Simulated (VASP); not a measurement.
All values below come from G0W0 on PBE orbitals, VASP's PBE PAW potentials (set 64) (plane waves; VASP).

A VASP calculation is set up with these files.

### INCAR
```
NOMEGA  =  64
GGA  =  PE   ! PBE
ENCUTGW  =  180
LWAVE  =  .True.
NELMGW  =  1
LSPECTRALGW  =  .True.
ALGO  =  EVGW0
PREC  =  Normal
NBANDS  =  128
ENCUT  =  500   ! plane-wave cut-off (eV)
SYSTEM  =  ZnSe
NBANDSGW  =  23
LASPH  =  .True.   ! aspherical one-centre terms
LCHARG  =  .False.
SIGMA  =  0.01   ! width (eV)
LREAL  =  .False.
ISMEAR  =  0
```

File KPOINTS:
```
Automatic mesh
0
Gamma
6 6 6
0 0 0
```

**POSCAR**
```
ZnSe
1.0
  0.0000000000   2.8350000000   2.8350000000
  2.8350000000   0.0000000000   2.8350000000
  2.8350000000   2.8350000000   0.0000000000
Zn Se
1 1
direct
  0.0000000000   0.0000000000   0.0000000000
  0.2500000000   0.2500000000   0.2500000000
```

POTCAR, in this order: Zn_sv_GW Se_GW (PBE.64 set). Program: vasp_std. Read from the step before: W*.

**Question.** What will the output report for the number of irreducible k-points (NKPTS), largest plane-wave count, number of space-group operations, FFT grid (NGX, NGY, NGZ)?

**Answer.** 
```yaml
number of irreducible k-points (NKPTS): 16
largest_plane_wave_count: 1173
number_of_space_group_operations: 24
FFT grid (NGX, NGY, NGZ): 24 × 24 × 24
```

The compound is ZnSe in the zinc blende structure. The cell was not relaxed at this level.
